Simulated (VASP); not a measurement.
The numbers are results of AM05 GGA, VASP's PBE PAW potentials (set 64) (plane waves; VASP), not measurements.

VASP ran on this input.

File KPOINTS:
```
Automatic mesh
0
gamma
  12 12 12
0 0 0
```

### INCAR
```
LCHARG = F
PREC = Accurate
GGA = AM
LWAVE = F
NELM = 100   # most electronic steps
SIGMA = 0.1
EDIFF = 1E-7   # SCF stop (eV)
LREAL = F
LASPH = T
SYSTEM = Eu
ISIF = 2   # forces and stress, cell fixed
LMAXMIX = 6   # l cut-off of mixed one-centre charges
ISMEAR = 1   # Methfessel-Paxton
ENCUT = 520
ALGO = Normal   # blocked Davidson
```

### POSCAR
```
Eu
1
   -2.2172003561     2.2172003561     2.2172003561
    2.2172003561    -2.2172003561     2.2172003561
    2.2172003561     2.2172003561    -2.2172003561
Eu
1
Direct
  0.0000000000   0.0000000000   0.0000000000
```

POTCAR, in this order: Eu_2 (PBE.64 set). Program: vasp_std.

What will the output report for the number of irreducible k-points (NKPTS), largest plane-wave count, number of space-group operations, FFT grid (NGX, NGY, NGZ)?

```yaml
number of irreducible k-points (NKPTS): 72
largest_plane_wave_count: 1190
number_of_space_group_operations: 48
FFT grid (NGX, NGY, NGZ): 30 × 30 × 30
```

The compound is Eu in the bcc structure. This cell is one point of a volume scan, at 1.06 of the reference volume. The 4f electrons are frozen in the core of the lanthanide potential, so 4f levels, which can set the real gap, and their magnetism are missing.
